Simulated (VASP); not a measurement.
Write the native input for VASP 6.6.1 that does the following.

```yaml
Task: single point
Functional: PBE
Dispersion: D3(BJ)
Potentials_or_basis: VASP PAW PBE potentials, release 64 (Al)
Cutoff: 520 eV
k_mesh: 4 × 4 × 1
Occupations: gaussian, width 0.1 eV
Spin: no spin polarisation
Dipole_correction: yes
Further_INCAR_settings: ALGO = Fast; EDIFF = 1e-06; NBANDS = 30
```

The structure of Al lies in POSCAR:

```
Al
1.0
    5.6324246428      0.0000000000      0.0000000000
   -2.8162123214      4.8778228256      0.0000000000
    0.0000000000      0.0000000000     20.5988554632
Al
12
Direct
    0.3333333333      0.1666666667      0.3883710925
    0.3333333333      0.6666666667      0.3883710925
    0.8333333333      0.1666666667      0.3883710925
    0.8333333333      0.6666666667      0.3883710925
    0.6666666667      0.3333333333      0.5000000000
    0.6666666667      0.8333333333      0.5000000000
    0.1666666667      0.3333333333      0.5000000000
    0.1666666667      0.8333333333      0.5000000000
    0.0000000000      0.5000000000      0.6116289075
    0.0000000000      0.0000000000      0.6116289075
    0.5000000000      0.5000000000      0.6116289075
    0.5000000000      0.0000000000      0.6116289075
```

The cell isn't the ideal one: clean slab, lower planes held.

One way to write it, as run:

INCAR

```
SYSTEM = Al
PREC = Accurate
ENCUT = 520
EDIFF = 1E-6
ISMEAR = 0
SIGMA = 0.1
LREAL = .False.
LASPH = .True.
NELM = 100
ALGO = Fast
ISIF = 2
LWAVE = .False.
LCHARG = .False.
LDIPOL = .True.
IDIPOL = 3
DIPOL = 0.5 0.5 0.500
GGA = PE
IVDW = 12
NBANDS = 30
```

KPOINTS

```
regular mesh
0
Gamma
  4 4 1
  0 0 0
```

Potentials or basis: VASP PAW PBE potentials, release 64 (Al).

Launch:

```sh
$ cat potpaw_PBE.64/Al/POTCAR > POTCAR
$ mpirun -np 1 vasp_std > vasp.out
```

Results of the run:

The largest force is 0.027 eV/Å and the band gap on the k mesh is none (metal or under the smearing width). The dispersion energy per atom is -0.237 eV.

Wall time 2.9 min on 1 thread of Intel(R) Xeon(R) Platinum 8375C CPU @ 2.90GHz (Ice Lake), with other jobs on the host, peak memory 0.57 GiB.
